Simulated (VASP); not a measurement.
Consider the following.

```yaml
crystal:
  lattice:
    - [-0.04076, 2.71741, 2.71741]
    - [2.71741, -0.04076, 2.71741]
    - [2.67665, 2.67665, 0.00000]
  atoms:
    - { symbol: Ce, position: [0.00000, 0.00000, 0.00000] }
    - { symbol: O, position: [0.25000, 0.25000, 0.25000] }
    - { symbol: O, position: [0.75000, 0.75000, 0.75000] }
```

Level of theory: r2SCAN meta-GGA, VASP's PBE PAW potentials (set 64) (plane waves; VASP). Settings: 600 eV cut-off, 6×6×6 Γ-centred mesh, Gaussian smearing of 0.050 eV, potentials Ce O.

### Question
Give the stress tensor in GPa (positive for a compressed cell).

### Answer

```
0.29  1.73  0.00
1.73  0.29  0.00
0.00  0.00  0.16
```
The pressure is its mean diagonal, 0.25 GPa.

The compound is CeO2 in the fluorite structure. This cell was strained or had an atom moved on purpose. The run is not spin-polarised, so no magnetic state was tried.
